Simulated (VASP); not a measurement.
Calculation: r2SCAN meta-GGA, VASP's PBE PAW potentials (set 64) (plane waves; VASP 6.6.1).

Input for VASP

File POSCAR:
```
VSi
1.0
  4.1896893917   0.0000000000   0.0000000000
 -2.0948446958   3.6283770756   0.0000000000
  0.0000000000   0.0000000000   4.7145501624
V Si
2 2
Direct
  0.3333330000   0.6666670000   0.9375051249
  0.6666670000   0.3333330000   0.4375051249
  0.3333330000   0.6666670000   0.4374948751
  0.6666670000   0.3333330000   0.9374948751
```

### KPOINTS_OPT
```
k-points along high-symmetry lines
6
Line-mode
Reciprocal
  0.000000   0.000000   0.000000 ! GAMMA
  0.500000  -0.000000   0.000000 ! M

  0.500000  -0.000000   0.000000 ! M
  0.333333   0.333333   0.000000 ! K

  0.333333   0.333333   0.000000 ! K
  0.000000   0.000000   0.000000 ! GAMMA

  0.000000   0.000000   0.000000 ! GAMMA
  0.000000   0.000000   0.500000 ! A

  0.000000   0.000000   0.500000 ! A
  0.500000  -0.000000   0.500000 ! L

  0.500000  -0.000000   0.500000 ! L
  0.333333   0.333333   0.500000 ! H

  0.333333   0.333333   0.500000 ! H
  0.000000   0.000000   0.500000 ! A

  0.500000  -0.000000   0.500000 ! L
  0.500000  -0.000000   0.000000 ! M

  0.333333   0.333333   0.500000 ! H
  0.333333   0.333333   0.000000 ! K
```

**INCAR**
```
# general
SYSTEM   =  VSi
PREC     =  Accurate
ENCUT    =  400   # plane-wave cut-off (eV)
LREAL    =  .FALSE.   # projection in real space or not
LASPH    =  .TRUE.   # aspherical one-centre terms

# electronic loop
EDIFF    =  1E-7
NELM     =  100   # most electronic steps
ALGO     =  Normal   # blocked Davidson
LMAXMIX  =  4
LMIXTAU  =  .TRUE.

# smearing
ISMEAR   =  -5   # tetrahedra, Bloechl

# functional
METAGGA  =  R2SCAN

# spin
ISPIN    =  2   # spin-polarised
MAGMOM   =  0.9 0.9 -0.1 -0.1

# ions
ISIF     =  2

# output
LWAVE    =  .FALSE.
LCHARG   =  .FALSE.
LORBIT   =  11   # lm-projected
NEDOS    =  601

# other
LEFG     =  .TRUE.
```

**KPOINTS**
```
Automatic
0
Gamma
  10 10 7
0 0 0
```

POTCAR, in this order: V_sv Si (PBE.64 set). Program: vasp_std.

What VASP printed:

OSZICAR:
```
       N       E                     dE             d eps       ncg     rms          rms(c)
DAV:   1     0.302580471530E+03    0.30258E+03   -0.18115E+04  5752   0.128E+03
DAV:   2    -0.387129452574E+02   -0.34129E+03   -0.33361E+03  5036   0.440E+02
DAV:   3    -0.565199210192E+02   -0.17807E+02   -0.17260E+02  6832   0.950E+01
DAV:   4    -0.568991682742E+02   -0.37925E+00   -0.37647E+00  6104   0.128E+01
DAV:   5    -0.569069066207E+02   -0.77383E-02   -0.77371E-02  5998   0.194E+00    0.324E+01
DAV:   6    -0.483168346994E+02    0.85901E+01   -0.87555E+01  6304   0.792E+01    0.146E+01
DAV:   7    -0.449987984342E+02    0.33180E+01   -0.23355E+01  6060   0.392E+01    0.617E+00
DAV:   8    -0.447210083771E+02    0.27779E+00   -0.12277E+00  6084   0.654E+00    0.205E+00
DAV:   9    -0.448451360951E+02   -0.12413E+00   -0.58315E-01  5452   0.518E+00    0.755E-01
DAV:  10    -0.449562775254E+02   -0.11114E+00   -0.17994E-01  5204   0.344E+00    0.246E-01
DAV:  11    -0.449596073375E+02   -0.33298E-02   -0.21338E-02  5732   0.111E+00    0.165E-01
DAV:  12    -0.449675485393E+02   -0.79412E-02   -0.41594E-03  5740   0.439E-01    0.893E-02
DAV:  13    -0.449680875441E+02   -0.53900E-03   -0.10271E-03  5624   0.248E-01    0.512E-02
DAV:  14    -0.449680730932E+02    0.14451E-04   -0.69709E-04  5330   0.206E-01    0.272E-02
DAV:  15    -0.449681948261E+02   -0.12173E-03   -0.60143E-05  5788   0.619E-02    0.133E-02
DAV:  16    -0.449682116462E+02   -0.16820E-04   -0.15430E-05  5820   0.331E-02    0.500E-03
DAV:  17    -0.449682217652E+02   -0.10119E-04   -0.22020E-06  6106   0.107E-02    0.151E-03
DAV:  18    -0.449682250381E+02   -0.32730E-05   -0.51346E-07  4514   0.592E-03    0.532E-04
DAV:  19    -0.449682243928E+02    0.64532E-06   -0.80459E-08  3370   0.233E-03    0.280E-04
DAV:  20    -0.449682247041E+02   -0.31132E-06   -0.78650E-09  2950   0.777E-04    0.101E-04
DAV:  21    -0.449682247241E+02   -0.19951E-07   -0.16110E-09  2914   0.309E-04
   1 F= -.44968225E+02 E0= -.44968225E+02  d E =0.000000E+00  mag=     1.5920
       N       E                     dE             ncg
```

**OUTCAR**
```
------------------------ aborting loop because EDIFF is reached ----------------------------------------
  FORCE on cell =-STRESS in cart. coord.  units (eV):
  Direction    XX          YY          ZZ          XY          YZ          ZX
  --------------------------------------------------------------------------------------
  Total       -0.0639376     -0.0639376     -0.1156977     -0.0000000      0.0000000      0.0000000
  in kB       -1.4293292     -1.4293289     -2.5864312     -0.0000000      0.0000000      0.0000000
  external PRESSURE =      -1.8150298 kB  Pullay stress =       0.0000000 kB
  volume of cell :       71.67
      direct lattice vectors                 reciprocal lattice vectors
     4.189689392  0.000000000  0.000000000     0.238681178  0.137802657  0.000000000
    -2.094844696  3.628377076  0.000000000     0.000000000  0.275605313  0.000000000
     0.000000000  0.000000000  4.714550162     0.000000000  0.000000000  0.212109314
 POSITION                                       TOTAL-FORCE (eV/Angst)
 -----------------------------------------------------------------------------------
     -0.00000      2.41892      4.41991        -0.000000      0.000000     -0.000782
      2.09485      1.20946      2.06264         0.000000     -0.000000     -0.000782
     -0.00000      2.41892      2.06259         0.000000      0.000000      0.000782
      2.09485      1.20946      4.41987         0.000000     -0.000000      0.000782
 -----------------------------------------------------------------------------------
    total drift:                               -0.003248      0.001875      0.000011
  FREE ENERGIE OF THE ION-ELECTRON SYSTEM (eV)
  ---------------------------------------------------
  free  energy   TOTEN  =       -44.9682247241 eV

  energy  without entropy=      -44.9682247241  energy(sigma->0) =      -44.96822472

 total charge

# of ion       s       p       d       tot
------------------------------------------
    1        2.249   6.189   3.138  11.576
    2        2.249   6.189   3.138  11.576
    3        0.804   0.981   0.000   1.785
    4        0.804   0.981   0.000   1.785
--------------------------------------------------
tot          6.105  14.340   6.276  26.721

 magnetization (x)

# of ion       s       p       d       tot
------------------------------------------
    1        0.011  -0.001   0.818   0.828
    2        0.011  -0.001   0.818   0.828
    3       -0.017  -0.053   0.000  -0.070
    4       -0.017  -0.053   0.000  -0.070
--------------------------------------------------
tot         -0.010  -0.108   1.636   1.518
```
(Selected blocks of OUTCAR.)

OUTCAR:
```
 val. band max:        6.5965168043   @ k =   0.3000  -0.0000   0.4286

 cond. band min:       6.5467549125   @ k =   0.0000   0.0000   0.1429


 Fermi energy:         6.5570837102

 spin component 1

 k-point     1 :       0.0000    0.0000    0.0000
  band No.  band energies     occupation
      1     -60.6250      1.00000
      2     -60.6137      1.00000
      3     -33.5216      1.00000
      4     -33.5215      1.00000
      5     -33.4894      1.00000
      6     -33.4893      1.00000
      7     -33.2083      1.00000
      8     -33.1341      1.00000
      9      -3.8228      1.00000
     10      -0.3202      1.00000
     11       3.5859      1.00000
     12       3.8432      1.00000
     13       3.8432      1.00000
     14       4.3922      1.00000
     15       4.3922      1.00000
     16       5.7203      1.00000
     17       5.7203      1.00000
     18       5.8359      1.00000
     19       7.4792      0.00000
     20       7.4792      0.00000
     21       9.1708      0.00000
     22       9.7686      0.00000

 k-point     2 :       0.1000   -0.0000    0.0000
  band No.  band energies     occupation
      1     -60.6247      1.00000
      2     -60.6139      1.00000
      3     -33.5221      1.00000
      4     -33.5217      1.00000
      5     -33.4905      1.00000
      6     -33.4890      1.00000
      7     -33.2066      1.00000
      8     -33.1357      1.00000
      9      -3.7252      1.00000
     10      -0.3273      1.00000
     11       3.6175      1.00000
     12       3.7870      1.00000
     13       3.8571      1.00000
     14       4.2971      1.00000
     15       4.5021      1.00000
     16       5.6311      1.00000
     17       5.6675      1.00000
     18       5.9150      1.00000
     19       7.5222      0.00000
     20       7.5698      0.00000
     21       8.9980      0.00000
     22       9.3334      0.00000

 k-point     3 :       0.2000   -0.0000    0.0000
...
```

For a metal the tetrahedron method with Blöchl corrections gives inexact stress and forces.

The structure was generated: VSi was put into the wurtzite type (P6_3mc), which need not be its known phase. It was relaxed first, which changed the volume by -37 %. The relaxed cell has space group P6_3/mmc.
